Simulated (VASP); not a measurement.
The cell holds one ZrSe₂ (1T layered) monolayer, with vacuum along c. Ionisation potential and electron affinity count from the cell's own band edges, surface states included.

Consider the following.

```yaml
crystal:
  lattice:
    - [3.75541, 0.00000, 0.00000]
    - [-1.87771, 3.25228, 0.00000]
    - [0.00000, 0.00000, 18.66105]
  atoms:
    - { symbol: Se, position: [0.66667, 0.33333, 0.41463] }
    - { symbol: Se, position: [0.33333, 0.66667, 0.58537] }
    - { symbol: Zr, position: [0.00000, 0.00000, 0.50000] }
```

Calculation: PBE GGA with D3 dispersion (Becke-Johnson damping), VASP's PBE PAW potentials (set 64) (plane waves; VASP). Settings: 400 eV cut-off, 12×12×1 Γ-centred mesh, Gaussian smearing of 0.050 eV, potentials Se Zr_sv.

Predict its energy to cut it from the bulk, per area, ionisation potential, electron affinity, band gap (on the k-mesh).

```yaml
energy_to_cut_it_from_the_bulk_per_area: 27.7 meV/Å²
ionisation_potential: 5.52 eV
electron_affinity: 5.14 eV
band gap (on the k-mesh): 0.38 eV
```

The cell is a sheet with vacuum, built from ZrSe2 (1T layered).
